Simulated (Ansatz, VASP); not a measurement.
# Ti (Titanium) in two plane-wave programs, part 2 of 2

Wanted: the spread between two codes on one cell, functional and k mesh. The cell is taken from a series of runs on this material, whose earlier steps may have relaxed, scaled, displaced or heated it; both programs get it as it stands.

VASP 6.6.1 and Ansatz 0.2.0.

So far: Starting point; VASP: zone-centre phonons, LDA.

### Step 3. Ansatz: zone-centre phonons, LDA

Level of this step: Ansatz beside VASP: Kohn-Sham DFT, plane waves, LDA (Ansatz).

Ansatz runs on its PAW soft_1 files.

The same cell, functional (in two slightly different forms), mesh and smearing now go to Ansatz, which takes its cutoff from its data sets.

Contents of input.yaml:

```yaml
crystal:
  lattice:
    - [2.8920764454, 0.0, 0.0]
    - [-1.4460382227, 2.5046116714, 0.0]
    - [0.0, 0.0, 4.3979741562]
  atoms:
    - { symbol: Ti, position: [0.3333332908, 0.6666667092, 0.25] }
    - { symbol: Ti, position: [0.6666667092, 0.3333332908, 0.75] }
kpoints:
  mp_grid: { grid: [18, 18, 12] }
hamiltonian:
  xc: lda
  pseudopotentials: { kind: paw, azcp: { folder: soft_1 }, xc_functional: pbe }
scf:
  occupations: { method: methfessel_paxton, width: 0.2 }
output:
  eigenvalues: true
phonons:
  method: dfpt
```

Launch:

```sh
$ ansatz run input.yaml --threads 4 --pin off --max-ram 10240MiB --backend cpu --events-out ev --progress --plain --runs-dir out
```

Numbers of over 12 decimals in the logs are rounded to 6 here.

Output:

```text
zone centre: on kpoints.mp_grid the ground state, and the responses unless they are solved on pairs of k-points, stand on 637 of the mesh's 3888 k-points, reduced under 4 symmetry operations, with k and −k counted as one. Each operation leaves every solved displacement unchanged or reverses it
Engine: ansatz 0.2.0, x86_64-unknown-linux-gnu
Pseudopotentials: kind: paw
Pseudopotential: Ti, paw, valence charge 12, recommended cutoff 420 eV (normal), soft_1/Ti.paw.azcp
Functional definition: SPW92
  exchange = slater_x
  correlation = pw_c
Crystal: 2 atoms, lattice volume = 31.857 Å³
Basis set: ecut = 420 eV, 627 PW (Γ), exchange–correlation on 40×40×60 points (8 copies of the dense FFT grid, shifted against one another)
Bands: 16, of which v1, the nominal top of the filled ones, is band 12 counted from 1 (11 counted from 0)
Symmetry: 24 space group operations
k-points: 637 of 3888 (irreducible under 4 space group operations, time reversal used)
Non-local potential: Ti, projectors of the file, l = 0: 3, l = 1: 2, l = 2: 3, l = 3: 1
PAW form: soft (Blöchl's): semilocal exchange-correlation on the pseudo side does not see the compensation charge
PAW frozen core: Ti, regenerated for the run's functional, and the local potential with it (the file was generated under x = pbe(κ = 0.804, μ = 0.219515), c = pbe(β = 0.066725))
PAW one-centre angular grid: Ti, 590 points (default); XC on 64 Gauss nodes
Initial density: superposition of atomic densities (chi_scale 0.1, normalization cell)
Initial wavefunctions: pseudopotential atomic-orbital guess
Functional: x = slater, c = lda
SCF iter   1: F=—  HF=-4901.009382 eV  |F-HF|=—  |Δ(HF+E_count)|=         —  Δρ=6.11e-2  dr2=1.18e0  ethr=3.10e-3  ⟨swp⟩=4.4  Hψ=90387  notcnv=0
automatic band count: the SCF goes on with 20 bands, as 16 were too few: they end inside the smearing window of the response
preconditioner: auto → none  [metal: Δε(μ)=0.014 eV  Ē_g=4.853 eV  σ=0.200 eV  W_gap=0.06  n_scr=8 (ndim 8)  ℏωp=18.6 eV  f_vac=0.000  D(μ)=1.57/eV (n_scr^D=22)  sad-step TF]
SCF iter   2: F=—  HF=-4900.733167 eV  |F-HF|=—  |Δ(HF+E_count)|=   2.76e-1  S|Δr|=    0.00e0  Δρ=3.44e-2  dr2=3.93e-1  ethr=3.10e-3  ⟨swp⟩=2.0  Hψ=21462  notcnv=0  defer=849
SCF iter   3: F=—  HF=-4900.601615 eV  |F-HF|=—  |Δ(HF+E_count)|=   1.32e-1  S|Δr|=    0.00e0  Δρ=1.25e-3  dr2=3.08e-4  ethr=1.64e-3  ⟨swp⟩=2.8  Hψ=21979  notcnv=0  defer=849
SCF iter   4: F=—  HF=-4900.601658 eV  |F-HF|=—  |Δ(HF+E_count)|=   4.30e-5  S|Δr|=    0.00e0  Δρ=9.44e-5  dr2=1.52e-6  ethr=1.28e-6  ⟨swp⟩=2.6  Hψ=21347  notcnv=0  defer=817
SCF iter   5: F=—  HF=-4900.601663 eV  |F-HF|=—  |Δ(HF+E_count)|=   4.56e-6  S|Δr|=    0.00e0  Δρ=4.51e-5  dr2=4.69e-7  ethr=6.32e-9  ⟨swp⟩=2.0  Hψ=20321  notcnv=0  defer=817
SCF iter   6: F=—  HF=-4900.601662 eV  |F-HF|=—  |Δ(HF+E_count)|=   1.34e-7  S|Δr|=    0.00e0  Δρ=7.03e-6  dr2=7.78e-9  ethr=1.95e-9  ⟨swp⟩=3.0  Hψ=20227  notcnv=0  defer=817
SCF iter   7: F=—  HF=-4900.601662 eV  |F-HF|=—  |Δ(HF+E_count)|=   3.78e-9  S|Δr|=    0.00e0  Δρ=8.02e-7  dr2=1.21e-10  ethr=3.24e-11  ⟨swp⟩=2.8  Hψ=20051  notcnv=0  defer=817
SCF iter   8: F=-4900.601662 eV  HF=-4900.601662 eV  |F-HF|=9.09e-13  |Δ(HF+E_count)|=  7.09e-11  S|Δr|=    0.00e0  Δρ=4.69e-8  dr2=4.63e-13  ethr=1.00e-12  ⟨swp⟩=8.8  Hψ=49966  notcnv=0
SCF 1 converged in 8 iterations: F = -4900.601662 eV  dr2 = 4.63e-13
  greatest PAW one-centre occupation: 0.998 electrons in one spin orbital (limit 2), on the Ti atom at site 1 (counted from 0), in its partial waves of l = 0
DFPT response loops at Γ: preconditioner auto → Kerker (q_TF=auto, 2.603 Å⁻¹) (partly filled bands, converged f_vac=0.000); β = 1.00, the filter's whole step (`scf.mixing.beta` (0.50) is not read by the response loops under this deck's `scf.mixing.preconditioner`; to damp them name `kerker` or `kerker_dos`, under which they read `scf.mixing.beta`, and type it under 1.00, their step now; both keys bind the ground state too); Broyden in place of MSR1
SCF converged after 8 iterations
Stability not checked: this state was not tested for a lower state beside it, because cold or Methfessel-Paxton smearing, or corrected tetrahedra, fill the levels in a way that the test cannot read (fill_not_monotonic; see scf.lower_state_search)
Free energy (F): -4900.601662 eV
Harris-Foulkes:  -4900.601662 eV  (|F-HF|=9.09e-13)
Internal energy: -4900.605973 eV  (E = F + TS)
E sigma→0 (E₀):  -4900.602740 eV
Entropy (-TS):   0.004311 eV (2.156 meV/atom)
Fermi energy:    14.396722 eV
Step filling:    the computed levels leave a gap of 0.0000 eV = 0.0 smearing widths at the electron count; against every level under it full and every level over it empty, smearing changes F+E_penalty+E_count by +2.316 meV and its σ→0 estimate by +1.238 meV
--- Per-component energies (eV) ---
  E_band       = -283.846319
  E_kinetic    = 566.459122
  E_local      = -1661.230208  (includes V_loc(G=0)·N_el)
  E_nonlocal   = 130.359729
  E_hartree    = 661.802496
  E_xc         = -231.475171
  E_vxc        = -291.675553  (∫ρ·V_xc dr)
  E_paw        = -1988.610121  (= ΣΔE_a)
  E_vpaw       = -351.364272  (= ΣTr[D̂ρ^β])
  E_aug_tail   = -0.000158  (compensation charges beyond the density's cutoff)
  E_ewald      = -2378.563564
  E_core_change = 0.651901  (= ΣΔE_core)
  E_smearing   = 0.004311  (= −TS)
  E_closure    = -0.000000  (closes the sum)
  Σ components = -4900.601662   (vs F -4900.601662, Δ=0.00e0)
--- Band table (eV; the first three rows and the last of 637) ---
  k-point 0: bands = [... 8 lower, 8.0986, 11.4795, 15.1022, 15.1022, 15.5885, 15.7510, 15.7510, 15.8885, ... 4 higher]
  k-point 1: bands = [... 8 lower, 8.1661, 11.4714, 15.0450, 15.0450, 15.5480, 15.7020, 15.7020, 15.7750, ... 4 higher]
  k-point 2: bands = [... 8 lower, 8.3655, 11.4315, 14.9384, 14.9384, 15.4097, 15.4311, 15.5716, 15.5716, ... 4 higher]
  k-point 636: bands = [... 8 lower, 12.2381, 12.2381, 13.7915, 13.7915, 14.2770, 14.2770, 16.0293, 16.0293, ... 4 higher]
--- Phonons (Γ-DFPT): 2 representative perturbations + reference, on 637 of 3888 k-points (Σ response iterations 6) ---
  k mesh reduced under 4 symmetry operations, with k and −k counted as one. Each operation leaves every solved displacement unchanged or reverses it
  ASR residual: 1.768e-5 → 0.000e0 eV/Å²; symmetrization residual: 2.807e-13 eV/Å²
  ASR residual per site (eV/Å²): 1.77e-5 1.77e-5
  Γ frequencies (cm⁻¹): 0.00 0.00 0.00 116.70 116.70 244.83
  non-analytic LO–TO correction: not included (Born effective charges unavailable; polar crystals: no LO–TO splitting at Γ)
```

The column dr2 measures how far the density is from self-consistency, as an energy; F and HF (Harris–Foulkes) agree once it is small.

### Step 4. Side by side

Known differences besides the potentials themselves: the cutoff is 420 eV in Ansatz and 500 eV in VASP; VASP's log shows a relativistic correction to its local exchange, Ansatz's none. Total energies have different zeros and are not compared.

The two programs side by side:

```csv
quantity,Ansatz,VASP,difference
optical mode 1 to 2 (cm⁻¹),116.7,116.3,+0.38 %
optical mode 3 (cm⁻¹),244.8,245.1,-0.12 %
```

Modes are paired by rising frequency, not by their patterns, so a pair may set unlike modes beside each other; they are those without the splitting of longitudinal modes.

### Step 5. Summary of results

```yaml
r_m_s_difference_of_the_optical_zone_centre_modes_each_program_s_sorted_by_frequency_zone_centre_phonons_lda: 0.40 cm⁻¹
```

What this shows: The r.m.s. difference of the optical zone-centre modes, each program's sorted by frequency is 0.40 cm⁻¹ (zone-centre phonons, LDA). How closely two codes agree says nothing of how well the functional describes the real material.

[Lines on the potential files, build, host, timing and source positions are cut from VASP's logs without a mark.]

[Logs are printed without paths, hosts, clocks, repeated set-up lines and the standing remarks that a program may print on its own settings, such as how far it seeks lower states.]

[Hosts, paths, dates, database ids (printed as entryN), source tags and the programs' standing remarks are cut or masked in the printed files.]
